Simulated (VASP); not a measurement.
# InSb: relaxed cell and zone-centre modes

What lattice and vibrations does InSb have at one level of theory? The starting structure is a measured crystal structure from the Crystallography Open Database. All runs use LDA.

Method: Kohn-Sham DFT with plane waves and PAW; LDA, in VASP 6.6.1.

**1. The starting structure**

It takes space group F-43m (No. 216, cubic). Conventional cell: a = 6.470 Å, b = 6.470 Å, c = 6.470 Å, α = 90.00°, β = 90.00°, γ = 90.00°. Sb has 4 In at 2.80 Å nearest. Nearest to In lie 4 Sb at 2.80 Å. Farther neighbours are not listed.

**2. Relaxation**

This run starts from the cell of an earlier relaxation, which isn't shown; the restart sets up the plane waves anew.

INCAR

```
SYSTEM = InSb
PREC = Accurate
ENCUT = 500
EDIFF = 1E-07
NELM = 100
ISMEAR = 0
SIGMA = 0.05
LREAL = .FALSE.
ALGO = Normal
GGA = CA
NBANDS = 15
LORBIT = 11
LWAVE = .FALSE.
LCHARG = .FALSE.
KPAR = 4
IBRION = 2
NSW = 50
ISIF = 3
EDIFFG = -0.002
```

POSCAR

```
InSb
1.0
    0.0000000000      3.2270374376      3.2270374376
    3.2270374376      0.0000000000      3.2270374376
    3.2270374376      3.2270374376      0.0000000000
Sb In
1 1
Direct
    0.7500000000      0.7500000000      0.7500000000
    0.0000000000      0.0000000000      0.0000000000
```

KPOINTS

```
Automatic mesh
0
Gamma
10 10 10
0 0 0
```

PAW data sets: Sb and In_d (LDA family, release 64).

On the command line:

```console
> mpirun -np 4 vasp_std
```

Output:

```text
[banner, memory and clock lines left out]
running    4 mpi-ranks, on    1 nodes
 distrk:  each k-point on    1 cores,    4 groups
 distr:  one band on    1 cores,    1 groups

 POSCAR found type information on POSCAR SbIn
 POSCAR found :  2 types and       2 ions
 LDA part: xc-table for (Slater(with rela. corr.)+CA(PZ))
 , standard interpolation
 POSCAR, INCAR and KPOINTS ok, starting setup
 FFT: planning ... GRIDC
 FFT: planning ... GRID_SOFT
 FFT: planning ... GRID
 WAVECAR not read
 entering main loop
       N       E                     dE             d eps       ncg     rms          rms(c)
DAV:   1     0.114101620521E+03    0.11410E+03   -0.78524E+03  1410   0.117E+03
DAV:   2    -0.764605763995E+00   -0.11487E+03   -0.11151E+03  1557   0.296E+02
DAV:   3    -0.814454935115E+01   -0.73799E+01   -0.73421E+01  1774   0.777E+01
DAV:   4    -0.836327976773E+01   -0.21873E+00   -0.21866E+00  1796   0.156E+01
DAV:   5    -0.837589921029E+01   -0.12619E-01   -0.12619E-01  2108   0.313E+00    0.440E+00
DAV:   6    -0.824841417915E+01    0.12749E+00   -0.15949E-01  2095   0.652E+00    0.247E+00
DAV:   7    -0.821731194503E+01    0.31102E-01   -0.69855E-02  1939   0.259E+00    0.546E-01
DAV:   8    -0.821558821751E+01    0.17237E-02   -0.72153E-03  1970   0.105E+00    0.308E-01
DAV:   9    -0.821566698453E+01   -0.78767E-04   -0.57358E-04  1676   0.231E-01    0.722E-02
DAV:  10    -0.821566272399E+01    0.42605E-05   -0.30770E-05  1828   0.408E-02    0.333E-02
DAV:  11    -0.821566670360E+01   -0.39796E-05   -0.87588E-06  1627   0.394E-02    0.198E-02
DAV:  12    -0.821566655736E+01    0.14624E-06   -0.59802E-07  1887   0.929E-03    0.511E-03
DAV:  13    -0.821566656853E+01   -0.11174E-07   -0.91804E-08  1272   0.305E-03
   1 F= -.82156666E+01 E0= -.82156280E+01  d E =-.821567E+01
 curvature:   0.00 expect dE= 0.000E+00 dE for cont linesearch  0.000E+00
 trial: gam= 0.00000 g(F)=  0.164E-46 g(S)=  0.118E-06 ort = 0.000E+00 (trialstep = 0.100E+01)
 search vector abs. value=  0.118E-06
 reached required accuracy - stopping structural energy minimisation
```

Elapsed: 16 s, on 4 MPI ranks of Intel Xeon Platinum 8488C (Sapphire Rapids), shared host; peak memory 0.77 GiB; 42 s of CPU time.

The logs omit lines about the potential files and the build; timing stands in the text.

Parts of OUTCAR (step 2):

```text
ion  position               nearest neighbor table
   1  0.750  0.750  0.750-   2 2.79   2 2.79   2 2.79   2 2.79
   2  0.000  0.000  0.000-   1 2.79   1 2.79   1 2.79   1 2.79

  LATTYP: Found a face centered cubic cell.
 ALAT       =     6.4540748752

 Subroutine GETGRP returns: Found 24 space group operations
 (whereof 24 operations were pure point group operations)

The static configuration has the point symmetry T_d .

 Found     47 irreducible k-points:

   k-points           NKPTS =     47   k-points in BZ     NKDIM =     47   number of bands    NBANDS=     15

   dimension x,y,z NGX =    36 NGY =   36 NGZ =   36
   dimension x,y,z NGXF=    72 NGYF=   72 NGZF=   72

   ENCUT  =  500.0 eV  36.75 Ry    6.06 a.u.   8.32  8.32  8.32*2*pi/ulx,y,z

   NELECT =      18.0000    total number of electrons

 k-points in reciprocal lattice and weights: Automatic mesh
   0.00000000  0.00000000  0.00000000       0.001
   0.10000000  0.00000000  0.00000000       0.008
   0.20000000  0.00000000  0.00000000       0.008
   0.30000000  0.00000000  0.00000000       0.008
   0.40000000  0.00000000  0.00000000       0.008
   0.50000000  0.00000000  0.00000000       0.004
   0.10000000  0.10000000  0.00000000       0.006
   0.20000000  0.10000000  0.00000000       0.024
   0.30000000  0.10000000  0.00000000       0.024
[...]
-0.30000000  0.40000000  0.20000000       0.024
  -0.30000000  0.50000000  0.20000000       0.012

 average (electrostatic) potential at core
       1 -88.1769       2 -95.7128

 E-fermi :   5.0289

 k-point     1 :       0.0000    0.0000    0.0000
  band No.  band energies     occupation
    ...
      6      -5.8332      2.00000
      7       4.7137      2.00000
      8       5.0137      1.33337
      9       5.0137      1.33337
     10       5.0137      1.33336
     11       7.9218      0.00000
     12       7.9218      0.00000
     13       7.9218      0.00000
     14      10.5620      0.00000
     15      13.2967      0.00000

 k-point     2 :       0.1000    0.0000    0.0000
  band No.  band energies     occupation
    ...
      5      -9.4797      2.00000
      6      -5.7402      2.00000
      7       3.4596      2.00000
      8       4.8687      1.99999
      9       4.8687      1.99999
     10       5.7913      0.00000
     11       8.1200      0.00000
     12       8.1200      0.00000
     13       8.1265      0.00000
     14      11.1122      0.00000
    ...

 k-point     3 :       0.2000    0.0000    0.0000
  band No.  band energies     occupation
    ...
      5      -9.4799      2.00000
      6      -5.4720      2.00000
      7       2.0039      2.00000
      8       4.5589      2.00000
      9       4.5589      2.00000
     10       5.8884      0.00000
     11       8.5117      0.00000
     12       8.5117      0.00000
     13       9.0402      0.00000
     14      11.8136      0.00000
    ...

  Total        0.0012768      0.0012768      0.0012768      0.0000000      0.0000000     -0.0000000
  in kB        0.0304372      0.0304372      0.0304372      0.0000000      0.0000000     -0.0000000
  external PRESSURE =       0.0304372 kB  Pullay stress =       0.0000000 kB

  energy-cutoff  :      500.00
  volume of cell :       67.21
      direct lattice vectors                 reciprocal lattice vectors
     0.000000000  3.227037438  3.227037438    -0.154940874  0.154940874  0.154940874
     3.227037438  0.000000000  3.227037438     0.154940874 -0.154940874  0.154940874
     3.227037438  3.227037438  0.000000000     0.154940874  0.154940874 -0.154940874

 POSITION                                       TOTAL-FORCE (eV/Angst)
 -----------------------------------------------------------------------------------
      4.84056      4.84056      4.84056         0.000000      0.000000      0.000000
      0.00000      0.00000      0.00000        -0.000000     -0.000000     -0.000000
 -----------------------------------------------------------------------------------
    total drift:                                0.000000      0.000000      0.000000

  FREE ENERGIE OF THE ION-ELECTRON SYSTEM (eV)
  ---------------------------------------------------
  free  energy   TOTEN  =        -8.2156665685 eV

  energy  without entropy=       -8.2155894224  energy(sigma->0) =       -8.21562800

 reached required accuracy - stopping structural energy minimisation

 total charge
# of ion       s       p       d       tot
------------------------------------------
    1        1.145   1.343   0.022   2.510
    2        0.887   0.735   9.863  11.484
--------------------------------------------------
tot          2.032   2.078   9.885  13.995

[... 3 further parts left out ...]
```

CONTCAR:

```
InSb
   1.00000000000000
     0.0000000000000000    3.2270374375999999    3.2270374375999999
     3.2270374375999999    0.0000000000000000    3.2270374375999999
     3.2270374375999999    3.2270374375999999    0.0000000000000000
  Sb              In
     1     1
Direct
     0.7500000000000000    0.7500000000000000    0.7500000000000000
     0.0000000000000000    0.0000000000000000    0.0000000000000000
```

The run keeps the 24 symmetry operations of its start, so it cannot find a distortion of lower symmetry.

The relaxed cell holds 33.606 Å³ an atom, with a = 6.454 Å (-0.2 % against the database cell). Pressures at 0.985 and 1.015 times this volume, from two more relaxations that aren't shown, give a bulk modulus of 46.7 GPa.

**3. Modes of the relaxed cell**

Changes to INCAR since step 2:

```diff
@@ -3,3 +3,3 @@
 ENCUT = 500
-EDIFF = 1E-07
+EDIFF = 1E-08
 NELM = 100
@@ -15,5 +15,3 @@
 KPAR = 4
-IBRION = 2
-NSW = 50
-ISIF = 3
-EDIFFG = -0.002
+IBRION = 8
+ISIF = 2
```

POSCAR is that of step 2.

KPOINTS

```
Automatic mesh
0
Gamma
12 12 12
0 0 0
```

On the command line:

```console
> mpirun -np 4 vasp_std
```

Output:

```text
[... set-up lines as in an earlier step ...]
 entering main loop
       N       E                     dE             d eps       ncg     rms          rms(c)
DAV:   1     0.112259637821E+03    0.11226E+03   -0.77569E+03  2160   0.115E+03
DAV:   2    -0.100124206259E+01   -0.11326E+03   -0.10995E+03  2489   0.284E+02
DAV:   3    -0.816433769452E+01   -0.71631E+01   -0.71384E+01  2678   0.766E+01
DAV:   4    -0.836616961230E+01   -0.20183E+00   -0.20178E+00  2772   0.152E+01
[...]
DAV:  11    -0.821676675720E+01   -0.39582E-05   -0.93004E-06  2622   0.396E-02    0.197E-02
DAV:  12    -0.821676664026E+01    0.11693E-06   -0.58161E-07  3026   0.886E-03    0.520E-03
DAV:  13    -0.821676664793E+01   -0.76623E-08   -0.94342E-08  2622   0.322E-03
   1 F= -.82167666E+01 E0= -.82167438E+01  d E =-.456640E-04
 Linear response reoptimize wavefunctions to high precision
DAV:   1    -0.821676664528E+01    0.26416E-08   -0.62858E-09  2867   0.904E-04
DAV:   2    -0.821676664534E+01   -0.50477E-10   -0.30095E-10  1899   0.131E-04
 Linear response DOF=           2
 Linear response progress:
[...]
RMM:  11    -0.278812299675E-01   -0.43370E-07    0.77205E-09 17868   0.655E-05    0.115E-05
RMM:  12    -0.278812104402E-01    0.19527E-07    0.15860E-09 16327   0.287E-05    0.175E-05
RMM:  13    -0.278812167140E-01   -0.62738E-08    0.15416E-09 14843   0.130E-05    0.248E-06
 first order change of Fermi-energy   0.24391E-03
 force on displaced ion       1 direction 1 :  -6.895  -0.000  -0.000
 Linear response progress:
  Degree of freedom:   2/  2
       N       E                     dE             d eps       ncg     rms          rms(c)
RMM:   1    -0.237047670394E+00   -0.23705E+00   -0.11936E-01 11346   0.471E+00
RMM:   2    -0.239309311935E+00   -0.22616E-02   -0.11282E-02 14180   0.955E-01    0.703E-02
RMM:   3    -0.239273933970E+00    0.35378E-04   -0.13245E-03 15470   0.300E-01    0.349E-02
RMM:   4    -0.239125665432E+00    0.14827E-03   -0.14301E-04 15766   0.948E-02    0.175E-02
[...]
RMM:  13    -0.239097188869E+00    0.39871E-07   -0.20826E-07 16852   0.466E-05    0.818E-06
RMM:  14    -0.239097163850E+00    0.25019E-07   -0.60105E-08 17323   0.290E-05    0.608E-06
RMM:  15    -0.239097158297E+00    0.55525E-08   -0.30880E-08 14977   0.212E-05    0.434E-06
 first order change of Fermi-energy  -0.27132E-04
 force on displaced ion       2 direction 1 :  -6.871  -0.000  -0.000
 Linear response finished
```

Elapsed: 3.6 min, on 4 MPI ranks; peak memory 2.7 GiB.

OUTCAR, selected parts (step 3):

```text
  Total       -0.0000278     -0.0000278     -0.0000278      0.0000000      0.0000000      0.0000000
  in kB       -0.0006616     -0.0006616     -0.0006616      0.0000000      0.0000000      0.0000000
  external PRESSURE =      -0.0006616 kB  Pullay stress =       0.0000000 kB

[... 2 parts as in an earlier step ...]

[... 1 further part left out ...]
```

The zone-centre modes at 33.606 Å³ an atom are T2 178.0 cm⁻¹.

**4. Modes at 0.97 of that volume**

Shape and positions were first relaxed at this volume, in a run that isn't shown.

INCAR is that of step 3.

POSCAR

```
InSb
1.0
    0.0000000000      3.1944388711      3.1944388711
    3.1944388711      0.0000000000      3.1944388711
    3.1944388711      3.1944388711      0.0000000000
Sb In
1 1
Direct
    0.7500000000      0.7500000000      0.7500000000
    0.0000000000      0.0000000000      0.0000000000
```

KPOINTS is that of step 3.

On the command line:

```console
> mpirun -np 4 vasp_std
```

Output:

```text
[... set-up lines as in an earlier step ...]
 entering main loop
       N       E                     dE             d eps       ncg     rms          rms(c)
DAV:   1     0.113512701912E+03    0.11351E+03   -0.78353E+03  2160   0.116E+03
DAV:   2    -0.101974830798E+01   -0.11453E+03   -0.11118E+03  2440   0.291E+02
DAV:   3    -0.816307788425E+01   -0.71433E+01   -0.71172E+01  2790   0.767E+01
DAV:   4    -0.836555371423E+01   -0.20248E+00   -0.20244E+00  2756   0.151E+01
[...]
DAV:  11    -0.820709417469E+01   -0.38060E-05   -0.10062E-05  2629   0.401E-02    0.205E-02
DAV:  12    -0.820709404522E+01    0.12947E-06   -0.64873E-07  3012   0.918E-03    0.528E-03
DAV:  13    -0.820709405249E+01   -0.72723E-08   -0.80950E-08  2622   0.311E-03
   1 F= -.82070941E+01 E0= -.82070714E+01  d E =-.452202E-04
 Linear response reoptimize wavefunctions to high precision
DAV:   1    -0.820709405011E+01    0.23758E-08   -0.44201E-09  2868   0.797E-04
DAV:   2    -0.820709405014E+01   -0.24784E-10   -0.16972E-10  1906   0.106E-04
 Linear response DOF=           2
 Linear response progress:
[...]
RMM:   9    -0.278857616157E-01   -0.29295E-06   -0.29537E-09 17492   0.405E-04    0.467E-05
RMM:  10    -0.278857092281E-01    0.52388E-07   -0.15235E-08 16799   0.145E-04    0.385E-05
RMM:  11    -0.278857082419E-01    0.98621E-09   -0.16033E-09 17789   0.644E-05    0.118E-05
 first order change of Fermi-energy   0.24120E-03
 force on displaced ion       1 direction 1 :  -7.475  -0.000  -0.000
 Linear response progress:
  Degree of freedom:   2/  2
       N       E                     dE             d eps       ncg     rms          rms(c)
RMM:   1    -0.236829694976E+00   -0.23683E+00   -0.11174E-01 11346   0.476E+00
RMM:   2    -0.239155279595E+00   -0.23256E-02   -0.11833E-02 14200   0.979E-01    0.716E-02
RMM:   3    -0.239148162079E+00    0.71175E-05   -0.13621E-03 15440   0.307E-01    0.364E-02
RMM:   4    -0.239012958933E+00    0.13520E-03   -0.14762E-04 15721   0.978E-02    0.176E-02
[...]
RMM:  15    -0.238994722683E+00   -0.15368E-07   -0.71219E-08 14305   0.183E-05    0.836E-06
RMM:  16    -0.238994699353E+00    0.23330E-07    0.48721E-09 13055   0.144E-05    0.547E-06
RMM:  17    -0.238994708275E+00   -0.89222E-08   -0.24482E-08 12502   0.125E-05    0.315E-06
 first order change of Fermi-energy  -0.25157E-04
 force on displaced ion       2 direction 1 :  -7.499  -0.000  -0.000
 Linear response finished
```

Run time: 3.3 min. Hardware: 4 MPI ranks; peak memory 2.6 GiB.

From OUTCAR (step 4):

```text
  Total        0.6233631      0.6233631      0.6233631      0.0000000      0.0000000      0.0000000
  in kB       15.3192645     15.3192645     15.3192645      0.0000000      0.0000000      0.0000000
  external PRESSURE =      15.3192645 kB  Pullay stress =       0.0000000 kB

 POSITION                                       TOTAL-FORCE (eV/Angst)
 -----------------------------------------------------------------------------------
      4.79166      4.79166      4.79166         0.000000      0.000000      0.000000
      0.00000      0.00000      0.00000        -0.000000     -0.000000     -0.000000
 -----------------------------------------------------------------------------------
    total drift:                                0.000000      0.000000      0.000000

[... 1 part as in an earlier step ...]

[... 1 further part left out ...]
```

The zone-centre modes at 32.597 Å³ an atom are T2 185.6 cm⁻¹.

**5. Modes at 1.03 of that volume**

Shape and positions were first relaxed at this volume, in a run that isn't shown.

INCAR is that of step 4.

POSCAR

```
InSb
1.0
    0.0000000000      3.2589903814      3.2589903814
    3.2589903814      0.0000000000      3.2589903814
    3.2589903814      3.2589903814      0.0000000000
Sb In
1 1
Direct
    0.7500000000      0.7500000000      0.7500000000
    0.0000000000      0.0000000000      0.0000000000
```

KPOINTS is that of step 4.

On the command line:

```console
> mpirun -np 4 vasp_std
```

Output:

```text
[... set-up lines as in an earlier step ...]
 entering main loop
       N       E                     dE             d eps       ncg     rms          rms(c)
DAV:   1     0.111338792640E+03    0.11134E+03   -0.76799E+03  2160   0.114E+03
DAV:   2    -0.116368866692E+01   -0.11250E+03   -0.10931E+03  2433   0.281E+02
DAV:   3    -0.815317166656E+01   -0.69895E+01   -0.69562E+01  2776   0.748E+01
DAV:   4    -0.835129079771E+01   -0.19812E+00   -0.19806E+00  2655   0.150E+01
[...]
DAV:  12    -0.820876730034E+01    0.13762E-06   -0.59207E-07  3158   0.940E-03    0.508E-03
DAV:  13    -0.820876731477E+01   -0.14434E-07   -0.10586E-07  2566   0.316E-03    0.236E-03
DAV:  14    -0.820876731043E+01    0.43374E-08   -0.86531E-09  2200   0.106E-03
   1 F= -.82087673E+01 E0= -.82087441E+01  d E =-.463275E-04
 Linear response reoptimize wavefunctions to high precision
DAV:   1    -0.820876731060E+01   -0.16280E-09   -0.23889E-09  2653   0.305E-04
DAV:   2    -0.820876731061E+01   -0.11369E-10   -0.58513E-11  1563   0.695E-05
 Linear response DOF=           2
 Linear response progress:
[...]
RMM:  11    -0.278826315526E-01   -0.28249E-07   -0.54186E-09 17864   0.643E-05    0.109E-05
RMM:  12    -0.278826117771E-01    0.19776E-07    0.68891E-10 15933   0.250E-05    0.190E-05
RMM:  13    -0.278826120840E-01   -0.30695E-09   -0.87132E-10 14943   0.102E-05    0.103E-05
 first order change of Fermi-energy   0.24629E-03
 force on displaced ion       1 direction 1 :  -6.368   0.000   0.000
 Linear response progress:
  Degree of freedom:   2/  2
       N       E                     dE             d eps       ncg     rms          rms(c)
RMM:   1    -0.237256631533E+00   -0.23726E+00   -0.12635E-01 11342   0.466E+00
RMM:   2    -0.239458215581E+00   -0.22016E-02   -0.10808E-02 14172   0.932E-01    0.693E-02
RMM:   3    -0.239394571906E+00    0.63644E-04   -0.12630E-03 15474   0.292E-01    0.335E-02
RMM:   4    -0.239237576587E+00    0.15700E-03   -0.13960E-04 15797   0.922E-02    0.174E-02
[...]
RMM:  14    -0.239200158364E+00    0.65990E-07   -0.73602E-08 14995   0.228E-05    0.374E-06
RMM:  15    -0.239200189653E+00   -0.31289E-07   -0.13309E-07 13602   0.156E-05    0.842E-06
RMM:  16    -0.239200179965E+00    0.96883E-08   -0.21425E-08 10386   0.117E-05    0.664E-06
 first order change of Fermi-energy  -0.29045E-04
 force on displaced ion       2 direction 1 :  -6.360  -0.000  -0.000
 Linear response finished
```

Elapsed: 3.5 min, on 4 MPI ranks; peak memory 2.7 GiB.

From OUTCAR (step 5):

```text
  Total       -0.5548361     -0.5548361     -0.5548361     -0.0000000      0.0000000     -0.0000000
  in kB      -12.8409187    -12.8409187    -12.8409187     -0.0000000      0.0000000     -0.0000000
  external PRESSURE =     -12.8409187 kB  Pullay stress =       0.0000000 kB

 POSITION                                       TOTAL-FORCE (eV/Angst)
 -----------------------------------------------------------------------------------
      4.88849      4.88849      4.88849        -0.000000     -0.000000     -0.000000
      0.00000      0.00000      0.00000         0.000000      0.000000      0.000000
 -----------------------------------------------------------------------------------
    total drift:                               -0.000000     -0.000000     -0.000000

[... 1 part as in an earlier step ...]

[... 1 further part left out ...]
```

The zone-centre modes at 34.614 Å³ an atom are T2 171.1 cm⁻¹.

**6. All runs side by side**

```
                         run  volume (Å³/atom)     T2  core minutes
                  relaxation            33.606      -          1.04
   modes of the relaxed cell            33.606  178.0          14.4
modes at 0.97 of that volume            32.597  185.6          13.0
modes at 1.03 of that volume            34.614  171.1          14.1
```

Modes are in cm⁻¹, degenerate ones as one, matched by symmetry and order. A number in brackets counts the listed modes of one symmetry from the lowest. The symmetry labels come from an automatic analysis and can be wrong where levels nearly coincide. Core minutes are wall time times ranks of the run shown, on a shared host.

**7. Outcome**

| Property | Result |
| --- | --- |
| relaxed volume | 33.61 Å³/atom |
| bulk modulus from two volumes | 46.7 GPa |
| mode T2 | 178.0 cm⁻¹ |
| Grüneisen parameter of T2 | 1.35 |

What this shows: At the LDA level InSb relaxes to 33.61 Å³ an atom. The mode Grüneisen parameters, from the cells at 0.97 and 1.03 of the volume, come to 1.35 (T2). At a gap this small, or none, the modes can hang strongly on the k mesh, which isn't tested here. The frequencies are harmonic; if the crystal really has a gap, the splitting of its polar modes by their long-range field is missing too. All values are for a static lattice. Further runs on this material are not shown.

[Lines on the potential files, build, host, timing and source positions are cut from VASP's logs without a mark.]

[Logs are printed without paths, hosts, clocks, repeated set-up lines and the standing remarks that a program may print on its own settings, such as how far it seeks lower states.]

[Hosts, paths, dates, database ids (printed as entryN), source tags and the programs' standing remarks are cut or masked in the printed files.]
